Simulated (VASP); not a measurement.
Write the native input for VASP 6.6.1 that does the following.

```
Task                   : relaxation of cell and atoms
Functional             : PBE
Potentials or basis    : VASP PAW PBE potentials, release 64 (Zr_sv, Ti_sv, O)
Cutoff                 : 520 eV
k mesh                 : 6 × 6 × 8
Occupations            : gaussian, width 0.1 eV
Spin                   : no spin polarisation
Further INCAR settings : ALGO = Normal; EDIFF = 1e-07; IBRION = 2; POTIM = 0.3; EDIFFG = -0.005; NSW = 60; ISIF = 3
```

The structure of ZrTiO3 lies in POSCAR:

```
ZrTiO3                                  
1.0
    5.2373772115      0.0000000000     -0.0000000000
   -0.0000000000      5.2373772115     -0.0000000000
    0.0000000000      0.0000000000      3.9741283487
  Zr              Ti              O             
     2     2     6
Direct
     0.0000000000000000    0.5000000000000000    0.5000000000000000
     0.5000000000000000    0.0000000000000000    0.5000000000000000
     0.0000000000000000    0.0000000000000000    1.0000000000000000
     0.5000000000000000    0.5000000000000000    1.0000000000000000
     0.0000000000000000    0.0000000000000000    0.5000000000000000
     0.5000000000000000    0.5000000000000000    0.5000000000000000
     0.3399765744940873    0.8399765744940872    1.0000000000000000
     0.1600234255059127    0.3399765744940873    1.0000000000000000
     0.6600234255059128    0.1600234255059127    0.0000000000000000
     0.8399765744940872    0.6600234255059128    0.0000000000000000
```

The cell was built by a generator and needn't be a form met in nature.

These files were run (other wordings do the same):

INCAR

```
SYSTEM = ZrTiO3
PREC     = Accurate       ! precision mode
ENCUT    = 520            ! plane-wave cutoff, eV
EDIFF    = 1E-7           ! SCF threshold, eV
ISMEAR   = 0              ! smearing method
SIGMA    = 0.1            ! smearing width, eV
LREAL    = .False.        ! projectors in reciprocal space
LASPH    = .True.         ! aspherical terms in the spheres
NELM     = 120            ! most SCF steps
ALGO     = Normal         ! electronic algorithm
ISIF     = 3              ! what is computed and relaxed
LWAVE    = .False.        ! write WAVECAR
LCHARG   = .False.        ! write CHGCAR
GGA      = PE             ! functional
IBRION   = 2              ! ionic algorithm
NSW      = 60             ! ionic steps
EDIFFG   = -0.005         ! ionic threshold
POTIM    = 0.3            ! step
KPAR     = 4
```

KPOINTS

```
regular mesh
0
Gamma
  6 6 8
  0 0 0
```

Potentials or basis: VASP PAW PBE potentials, release 64 (Zr_sv, Ti_sv, O).

Launch:

```bash
$ cat potpaw_PBE.64/Zr_sv/POTCAR potpaw_PBE.64/Ti_sv/POTCAR potpaw_PBE.64/O/POTCAR > POTCAR
$ mpirun -np 4 vasp_std > vasp.out
```

It gave:

```yaml
Energy_gained_by_relaxing: 0.0 meV/atom
Ionic_steps: 4
Pressure_after_relaxing: 0.0 GPa
Band_gap_on_the_k_mesh: none (metal or under the smearing width)
```

Caveat: semilocal functionals often make such compounds metallic where correlation or magnetic order opens a gap, which also shifts bond lengths.

Run time: 3 min on 4 MPI ranks on Intel(R) Xeon(R) Platinum 8259CL CPU @ 2.50GHz (Skylake/Cascade Lake), on a shared host, peak memory 0.37 GiB a rank.
